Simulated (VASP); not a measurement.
These are PBE GGA, VASP's PBE PAW potentials (set 64) (plane waves; VASP) values and carry that method's errors.

VASP ran on this input.

POSCAR:
```
TiB2
1
    1.5150000000    -2.6240570000     0.0000000000
    1.5150000000     2.6240570000     0.0000000000
    0.0000000000     0.0000000000     3.2300000000
Ti B
1 2
Direct
  0.0000000000   0.0000000000   0.0000000000
  0.3333330000   0.6666670000   0.5000000000
  0.6666670000   0.3333330000   0.5000000000
```

### INCAR
```
ALGO=Normal
AMIX=0.6
BMIX=1.0
EDIFF=1E-6
ENCUT=520
GGA=PE
IMIX=4
ISIF=2
ISMEAR=1
LASPH=T
LCHARG=F
LMAXMIX=4
LREAL=F
LWAVE=F
NELM=100
PREC=Accurate
SIGMA=0.1
SYSTEM=TiB2
```

**KPOINTS**
```
Automatic mesh
0
Gamma
10 10 9
0 0 0
```

POTCAR, in this order: Ti_sv B (PBE.64 set). Program: vasp_std.

What VASP printed:

### OSZICAR
```
       N       E                     dE             d eps       ncg     rms          rms(c)
DAV:   1     0.129469559631E+03    0.12947E+03   -0.93074E+03  1820   0.159E+03
DAV:   2    -0.196306329874E+02   -0.14910E+03   -0.14543E+03  1870   0.398E+02
DAV:   3    -0.292613741636E+02   -0.96307E+01   -0.94944E+01  2683   0.944E+01
DAV:   4    -0.295853526997E+02   -0.32398E+00   -0.32361E+00  2359   0.157E+01
DAV:   5    -0.295934604492E+02   -0.81077E-02   -0.81068E-02  2693   0.220E+00    0.167E+01
DAV:   6    -0.269943038435E+02    0.25992E+01   -0.63607E+01  2350   0.894E+01    0.132E+01
DAV:   7    -0.245998888474E+02    0.23944E+01   -0.27473E+01  2498   0.617E+01    0.490E+00
DAV:   8    -0.244188429982E+02    0.18105E+00   -0.12455E+00  2107   0.135E+01    0.976E-01
DAV:   9    -0.244260400861E+02   -0.71971E-02   -0.66947E-02  2581   0.250E+00    0.373E-01
DAV:  10    -0.244261867223E+02   -0.14664E-03   -0.23419E-03  2117   0.503E-01    0.212E-01
DAV:  11    -0.244255436644E+02    0.64306E-03   -0.24700E-03  2470   0.640E-01    0.341E-02
DAV:  12    -0.244255643220E+02   -0.20658E-04   -0.73183E-05  2150   0.950E-02    0.879E-03
DAV:  13    -0.244255667248E+02   -0.24028E-05   -0.55073E-06  2239   0.184E-02    0.505E-03
DAV:  14    -0.244255671540E+02   -0.42918E-06   -0.26253E-07  1085   0.470E-03
   1 F= -.24425567E+02 E0= -.24425295E+02  d E =-.816286E-03
```

OUTCAR:
```
------------------------ aborting loop because EDIFF is reached ----------------------------------------
  FORCE on cell =-STRESS in cart. coord.  units (eV):
  Direction    XX          YY          ZZ          XY          YZ          ZX
  --------------------------------------------------------------------------------------
  Total        0.0547526      0.0547526     -0.0364479      0.0000000     -0.0000000      0.0000000
  in kB        3.4158330      3.4158331     -2.2738658      0.0000000     -0.0000000      0.0000000
  external PRESSURE =       1.5192668 kB  Pullay stress =       0.0000000 kB
  volume of cell :       25.68
      direct lattice vectors                 reciprocal lattice vectors
     1.515000000 -2.624057000  0.000000000     0.330033003 -0.190544641  0.000000000
     1.515000000  2.624057000  0.000000000     0.330033003  0.190544641  0.000000000
     0.000000000  0.000000000  3.230000000     0.000000000  0.000000000  0.309597523
 POSITION                                       TOTAL-FORCE (eV/Angst)
 -----------------------------------------------------------------------------------
      0.00000      0.00000      0.00000         0.000000      0.000000      0.000000
      1.51500      0.87469      1.61500         0.000000     -0.000000      0.000000
      1.51500     -0.87469      1.61500        -0.000000      0.000000     -0.000000
 -----------------------------------------------------------------------------------
    total drift:                                0.000000     -0.000000      0.000000
  FREE ENERGIE OF THE ION-ELECTRON SYSTEM (eV)
  ---------------------------------------------------
  free  energy   TOTEN  =       -24.4255671540 eV

  energy  without entropy=      -24.4247508677  energy(sigma->0) =      -24.42529506
```
(Selected blocks of OUTCAR.)

The compound is TiB2 in the AlB2 type structure. The cell was not relaxed at this level. The run is one of a series of settings (AMIX = 0.6, BMIX = 1.0, IMIX = 4 against the base run), some of them coarse on purpose.
